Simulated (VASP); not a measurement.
Computed with vdW-DF2, VASP's PBE PAW potentials (set 64) (plane waves; VASP).

VASP input:

**INCAR**
```
ZAB_VDW = -1.8867
LREAL = F
IBRION = 2
EDIFFG = -0.01
SIGMA = 0.1   # width (eV)
ISIF = 3   # ions, shape and volume
NSW = 60
SYSTEM = Sb
LUSE_VDW = T
ISMEAR = 1
ALGO = Normal   # blocked Davidson
LWAVE = F
LMAXMIX = 4
EDIFF = 1E-6
AGGAC = 0.0
PREC = Accurate
NELM = 100
LASPH = T   # aspherical one-centre terms
GGA = ML
LCHARG = F
ENCUT = 520   # plane-wave cut-off (eV)
```

### POSCAR
```
Sb
1
    3.9573420000    -2.1550000000     0.0000000000
    3.9573420000     2.1550000000     0.0000000000
    2.7838200000     0.0000000000     3.5432930000
Sb
2
Direct
  0.2335000000   0.2335000000   0.2335000000
  0.7665000000   0.7665000000   0.7665000000
```

**KPOINTS**
```
kpoints
0
gamma
 9 9 9
```

POTCAR, in this order: Sb (PBE.64 set). Program: vasp_std.

The resulting files:

OUTCAR:
```
 ion  position               nearest neighbor table
   1  0.233  0.233  0.233-   2 2.91   2 2.91   2 2.91   2 3.35   2 3.35   2 3.35
   2  0.767  0.767  0.767-   1 2.91   1 2.91   1 2.91   1 3.35   1 3.35   1 3.35
  LATTYP: Found a trigonal (rhomboedric) cell.
 ALAT       =     4.5060604418
 COS(alpha) =     0.5425636908
 Subroutine PRICEL returns:
 Original cell was already a primitive cell.
 Subroutine GETGRP returns: Found 12 space group operations
The static configuration has the point symmetry D_3d.
The dynamic configuration has the point symmetry D_3d.
 Subroutine INISYM returns: Found 12 space group operations
 Subroutine IBZKPT returns following result:
 Found     85 irreducible k-points:

 Following reciprocal coordinates:
            Coordinates               Weight
  0.000000  0.000000  0.000000      1.000000
  0.111111 -0.000000 -0.000000      6.000000
  0.222222 -0.000000  0.000000      6.000000
  0.333333  0.000000 -0.000000      6.000000
  0.444444 -0.000000  0.000000      6.000000
  0.111111  0.111111 -0.000000      6.000000
  0.222222  0.111111 -0.000000     12.000000
  0.333333  0.111111 -0.000000     12.000000
  0.444444  0.111111 -0.000000     12.000000
 -0.444444  0.111111  0.000000     12.000000
 -0.333333  0.111111  0.000000     12.000000
 -0.222222  0.111111  0.000000     12.000000
 -0.111111  0.111111  0.000000      6.000000
  0.222222  0.222222  0.000000      6.000000
  0.333333  0.222222  0.000000     12.000000
  0.444444  0.222222 -0.000000     12.000000
 -0.444444  0.222222  0.000000     12.000000
 -0.333333  0.222222 -0.000000     12.000000
 -0.222222  0.222222  0.000000      6.000000
  0.333333  0.333333 -0.000000      6.000000
  0.444444  0.333333 -0.000000     12.000000
 -0.444444  0.333333  0.000000     12.000000
 -0.333333  0.333333  0.000000      6.000000
...
```

OSZICAR:
```
...
DAV:   1    -0.371847525314E+01   -0.18871E+00   -0.33796E+00  1546   0.978E+00    0.140E+00
DAV:   2    -0.363416071115E+01    0.84315E-01   -0.75735E-02  1548   0.175E+00    0.800E-01
DAV:   3    -0.359431127968E+01    0.39849E-01   -0.95401E-02  1538   0.155E+00    0.279E-01
DAV:   4    -0.359415422270E+01    0.15706E-03   -0.85978E-04  1591   0.264E-01    0.259E-01
DAV:   5    -0.359389314225E+01    0.26108E-03   -0.19708E-04  1605   0.118E-01    0.389E-02
DAV:   6    -0.359389586323E+01   -0.27210E-05   -0.26594E-05  1584   0.361E-02    0.367E-02
DAV:   7    -0.359389631005E+01   -0.44681E-06   -0.12436E-06   965   0.104E-02
   3 F= -.35938963E+01 E0= -.35939784E+01  d E =-.257489E+00
       N       E                     dE             d eps       ncg     rms          rms(c)
DAV:   1    -0.359399172603E+01   -0.95863E-04   -0.38750E-03  1547   0.326E-01    0.539E-02
DAV:   2    -0.359389516300E+01    0.96563E-04   -0.88108E-05  1545   0.615E-02    0.317E-02
DAV:   3    -0.359384591729E+01    0.49246E-04   -0.11442E-04  1538   0.538E-02    0.902E-03
DAV:   4    -0.359384469987E+01    0.12174E-05   -0.99639E-07   926   0.925E-03    0.741E-03
DAV:   5    -0.359384199374E+01    0.27061E-05   -0.31557E-07   765   0.538E-03    0.552E-04
DAV:   6    -0.359384172467E+01    0.26907E-06   -0.69013E-08   765   0.253E-03
   4 F= -.35938417E+01 E0= -.35939245E+01  d E =-.257434E+00
       N       E                     dE             d eps       ncg     rms          rms(c)
DAV:   1    -0.361018974660E+01   -0.16348E-01   -0.34732E-01  1538   0.340E+00    0.170E-01
DAV:   2    -0.360997531729E+01    0.21443E-03   -0.92320E-03  1643   0.727E-01    0.110E-01
DAV:   3    -0.360937890541E+01    0.59641E-03   -0.12523E-03  1648   0.199E-01    0.249E-02
DAV:   4    -0.360934914879E+01    0.29757E-04   -0.99238E-05  1655   0.620E-02    0.251E-02
DAV:   5    -0.360934101872E+01    0.81301E-05   -0.56214E-06  1581   0.205E-02    0.648E-03
DAV:   6    -0.360933915321E+01    0.18655E-05   -0.81912E-07   777   0.750E-03    0.518E-04
DAV:   7    -0.360933905217E+01    0.10103E-06   -0.15705E-07   765   0.438E-03
   5 F= -.36093391E+01 E0= -.36094169E+01  d E =-.154973E-01
       N       E                     dE             d eps       ncg     rms          rms(c)
DAV:   1    -0.363795330256E+01   -0.28614E-01   -0.24075E+00  1540   0.893E+00    0.482E-01
DAV:   2    -0.363656886190E+01    0.13844E-02   -0.68013E-02  1665   0.193E+00    0.297E-01
DAV:   3    -0.363237207293E+01    0.41968E-02   -0.75902E-03  1679   0.490E-01    0.788E-02
DAV:   4    -0.363199293563E+01    0.37914E-03   -0.12072E-03  1657   0.196E-01    0.636E-02
DAV:   5    -0.363196256401E+01    0.30372E-04   -0.43407E-05  1581   0.588E-02    0.161E-02
DAV:   6    -0.363195833937E+01    0.42246E-05   -0.53487E-06  1596   0.185E-02    0.147E-03
DAV:   7    -0.363195833196E+01    0.74110E-08   -0.40278E-07   782   0.692E-03
   6 F= -.36319583E+01 E0= -.36320310E+01  d E =-.381166E-01
       N       E                     dE             d eps       ncg     rms          rms(c)
DAV:   1    -0.363342707791E+01   -0.14687E-02   -0.19281E-01  1543   0.256E+00    0.132E-01
DAV:   2    -0.363326045024E+01    0.16663E-03   -0.52309E-03  1663   0.536E-01    0.807E-02
DAV:   3    -0.363291761384E+01    0.34284E-03   -0.72103E-04  1630   0.147E-01    0.193E-02
DAV:   4    -0.363289651736E+01    0.21096E-04   -0.67985E-05  1716   0.486E-02    0.186E-02
DAV:   5    -0.363289056826E+01    0.59491E-05   -0.31486E-06  1569   0.153E-02    0.525E-03
DAV:   6    -0.363288900349E+01    0.15648E-05   -0.55169E-07   773   0.597E-03    0.375E-04
DAV:   7    -0.363288889454E+01    0.10896E-06   -0.93644E-08   765   0.335E-03
   7 F= -.36328889E+01 E0= -.36329805E+01  d E =-.390472E-01
       N       E                     dE             d eps       ncg     rms          rms(c)
DAV:   1    -0.364951810534E+01   -0.16629E-01   -0.68669E-01  1543   0.454E+00    0.364E-01
DAV:   2    -0.364407634897E+01    0.54418E-02   -0.21546E-02  1563   0.102E+00    0.226E-01
DAV:   3    -0.364133019435E+01    0.27462E-02   -0.11420E-02  1635   0.577E-01    0.431E-02
DAV:   4    -0.364132821973E+01    0.19746E-05   -0.46179E-04  1569   0.173E-01    0.406E-02
DAV:   5    -0.364131653862E+01    0.11681E-04   -0.76521E-05  1654   0.795E-02    0.889E-03
DAV:   6    -0.364131639215E+01    0.14647E-06   -0.45265E-06  1614   0.174E-02
   8 F= -.36413164E+01 E0= -.36412785E+01  d E =-.842750E-02
       N       E                     dE             d eps       ncg     rms          rms(c)
DAV:   1    -0.366188593842E+01   -0.20569E-01   -0.12521E+00  1541   0.608E+00    0.487E-01
DAV:   2    -0.365166899069E+01    0.10217E-01   -0.40596E-02  1564   0.137E+00    0.302E-01
DAV:   3    -0.364652413704E+01    0.51449E-02   -0.21466E-02  1631   0.786E-01    0.570E-02
DAV:   4    -0.364652876236E+01   -0.46253E-05   -0.90206E-04  1585   0.239E-01    0.529E-02
DAV:   5    -0.364650941130E+01    0.19351E-04   -0.14048E-04  1609   0.106E-01    0.115E-02
DAV:   6    -0.364650985118E+01   -0.43988E-06   -0.80404E-06  1674   0.233E-02
   9 F= -.36465099E+01 E0= -.36463997E+01  d E =-.136210E-01
       N       E                     dE             d eps       ncg     rms          rms(c)
DAV:   1    -0.364847701728E+01   -0.19676E-02   -0.12271E-01  1542   0.190E+00    0.151E-01
DAV:   2    -0.364744463876E+01    0.10324E-02   -0.39437E-03  1571   0.427E-01    0.928E-02
DAV:   3    -0.364694744029E+01    0.49720E-03   -0.21399E-03  1626   0.249E-01    0.176E-02
DAV:   4    -0.364694537032E+01    0.20700E-05   -0.96260E-05  1588   0.773E-02    0.163E-02
DAV:   5    -0.364693998800E+01    0.53823E-05   -0.13301E-05  1639   0.324E-02    0.366E-03
DAV:   6    -0.364693957280E+01    0.41519E-06   -0.69973E-07   831   0.734E-03
  10 F= -.36469396E+01 E0= -.36468656E+01  d E =-.140507E-01
       N       E                     dE             d eps       ncg     rms          rms(c)
DAV:   1    -0.365057420920E+01   -0.36342E-02   -0.44566E-01  1549   0.385E+00    0.356E-01
DAV:   2    -0.364760472116E+01    0.29695E-02   -0.12421E-02  1551   0.790E-01    0.222E-01
DAV:   3    -0.364542993916E+01    0.21748E-02   -0.67660E-03  1628   0.452E-01    0.684E-02
DAV:   4    -0.364542153806E+01    0.84011E-05   -0.15598E-04  1559   0.996E-02    0.509E-02
DAV:   5    -0.364543071678E+01   -0.91787E-05   -0.31211E-05  1637   0.511E-02    0.659E-03
DAV:   6    -0.364543274835E+01   -0.20316E-05   -0.15134E-06  1047   0.108E-02    0.244E-03
DAV:   7    -0.364543285294E+01   -0.10459E-06   -0.46843E-07   790   0.805E-03
  11 F= -.36454329E+01 E0= -.36454504E+01  d E =0.150672E-02
       N       E                     dE             d eps       ncg     rms          rms(c)
DAV:   1    -0.364990675926E+01   -0.44740E-02   -0.16171E-01  1545   0.229E+00    0.210E-01
DAV:   2    -0.364885254619E+01    0.10542E-02   -0.46807E-03  1553   0.483E-01    0.136E-01
DAV:   3    -0.364802544423E+01    0.82710E-03   -0.25615E-03  1626   0.277E-01    0.422E-02
DAV:   4    -0.364801367121E+01    0.11773E-04   -0.58798E-05  1560   0.605E-02    0.308E-02
DAV:   5    -0.364800505211E+01    0.86191E-05   -0.11342E-05  1638   0.306E-02    0.490E-03
DAV:   6    -0.364800413376E+01    0.91835E-06   -0.81400E-07   829   0.716E-03
  12 F= -.36480041E+01 E0= -.36479758E+01  d E =-.106456E-02
       N       E                     dE             d eps       ncg     rms          rms(c)
DAV:   1    -0.364809403459E+01   -0.88982E-04   -0.34566E-03  1566   0.352E-01    0.282E-02
DAV:   2    -0.364805520255E+01    0.38832E-04   -0.10534E-04  1670   0.726E-02    0.160E-02
DAV:   3    -0.364803991735E+01    0.15285E-04   -0.70240E-05  1766   0.482E-02    0.328E-03
DAV:   4    -0.364803964321E+01    0.27414E-06   -0.56885E-06  1559   0.199E-02
  13 F= -.36480396E+01 E0= -.36480217E+01  d E =-.355094E-04
```

OUTCAR:
```
------------------------ aborting loop because EDIFF is reached ----------------------------------------
  FORCE on cell =-STRESS in cart. coord.  units (eV):
  Direction    XX          YY          ZZ          XY          YZ          ZX
  --------------------------------------------------------------------------------------
  Total        0.0025954      0.0036829      0.0035636      0.0000000      0.0000000     -0.0003602
  in kB        0.0549927      0.0780362      0.0755085      0.0000000      0.0000000     -0.0076319
  external PRESSURE =       0.0695125 kB  Pullay stress =       0.0000000 kB
  volume of cell :       75.61
      direct lattice vectors                 reciprocal lattice vectors
     4.546389834 -2.237126588  0.145141086     0.113120854 -0.223500987 -0.098466259
     4.546389834  2.237126588  0.145141086     0.113120854  0.223500987 -0.098466259
     3.328145086 -0.000000000  3.823468237    -0.008588267  0.000000000  0.269018319
 POSITION                                       TOTAL-FORCE (eV/Angst)
 -----------------------------------------------------------------------------------
      2.80880     -0.00000      0.93026        -0.002506      0.000000     -0.000830
      9.61213     -0.00000      3.18349         0.002506     -0.000000      0.000830
 -----------------------------------------------------------------------------------
    total drift:                               -0.000000     -0.000000      0.000000
  FREE ENERGIE OF THE ION-ELECTRON SYSTEM (eV)
  ---------------------------------------------------
  free  energy   TOTEN  =        -3.6480396432 eV

  energy  without entropy=       -3.6479859169  energy(sigma->0) =       -3.64802173

 reached required accuracy - stopping structural energy minimisation
```
(Selected blocks of OUTCAR.)

### CONTCAR
```
Sb
   1.00000000000000
     4.5463898338845699   -2.2371265878344149    0.1451410863118426
     4.5463898338845699    2.2371265878344149    0.1451410863118426
     3.3281450859532113   -0.0000000000000001    3.8234682370320803
  Sb
     2
Direct
     0.2261344861102841    0.2261344861102841    0.2261344860975767
     0.7738655138897158    0.7738655138897158    0.7738655139024232
```

Energy and stress use the plane-wave basis of the starting cell.

The compound is Sb in the a7 structure. This run relaxes it. Symmetry was kept, so distortions that lower it aren't found.
